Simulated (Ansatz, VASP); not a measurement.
## B17AuN18 (a cell with a defect) in VASP and in Ansatz

```xyz
36
Lattice="7.4947 0.0000 0.0000 -3.7474 6.4906 0.0000 0.0000 0.0000 6.6357" Properties=species:S:1:pos:R:3 pbc="T T T"
Au    0.0000    1.4424    1.6589
B    -1.2972    3.6699    1.6589
B    -2.4668    5.6957    1.6589
B     2.5778    1.4520    1.6589
B     1.2972    3.6699    1.6589
B     0.0000    5.7694    1.6589
B     4.9170    1.4520    1.6589
B     3.7474    3.6059    1.6589
B     2.4668    5.6957    1.6589
B     1.2492    0.7211    4.9768
B     0.0000    2.8849    4.9768
B    -1.2488    5.0484    4.9768
B     3.7474    0.7208    4.9768
B     2.4978    2.8845    4.9768
B     1.2488    5.0484    4.9768
B     6.2455    0.7211    4.9768
B     4.9969    2.8845    4.9768
B     3.7474    5.0488    4.9768
N     0.0000    1.4424    4.9768
N    -1.2492    3.6058    4.9768
N    -2.4984    5.7694    4.9768
N     2.4982    1.4425    4.9768
N     1.2492    3.6058    4.9768
N     0.0000    5.7694    4.9768
N     4.9965    1.4425    4.9768
N     3.7474    3.6059    4.9768
N     2.4984    5.7694    4.9768
N     1.5789    0.5308    1.6589
N     0.0000    3.2655    1.6589
N    -1.2357    5.0560    1.6589
N     3.7474    0.7057    1.6589
N     2.5074    2.8900    1.6589
N     1.2357    5.0560    1.6589
N     5.9158    0.5308    1.6589
N     4.9873    2.8900    1.6589
N     3.7474    5.0377    1.6589
```

Alike in both runs: functional PBE; k mesh 3 × 3 × 3; occupations fermi-dirac, width 0.01 eV; no spin polarisation.

Ansatz relaxed the structure, and its values are those at the end. VASP's run is a single point on that final structure, the one shown.

```csv
,VASP,Ansatz
version,VASP 6.6.1,Ansatz 0.2.0
potentials or method,"VASP PAW PBE potentials, release 64 (Au, B, N)","plane-wave PAW, scalar-relativistic"
plane-wave cutoff (eV),520,420
valence electrons in the cell,152,160
```

|  | VASP | Ansatz | Ansatz less VASP |
| --- | --- | --- | --- |
| pressure (GPa) | 23.3 | 23.3 | -0.08 |
| rms of the force components (eV/Å) | 0.011 | 0.000 | -0.0104 |

The two sets of potentials don't hold the same shells in valence. Ansatz warned: «gradients_without_spin_orbit».

Caveats: so large a pressure means that the cell lies far from this level's equilibrium, or that cutoff or potentials fall short (VASP). The runs have no spin-orbit coupling, so splittings on Au are missing.
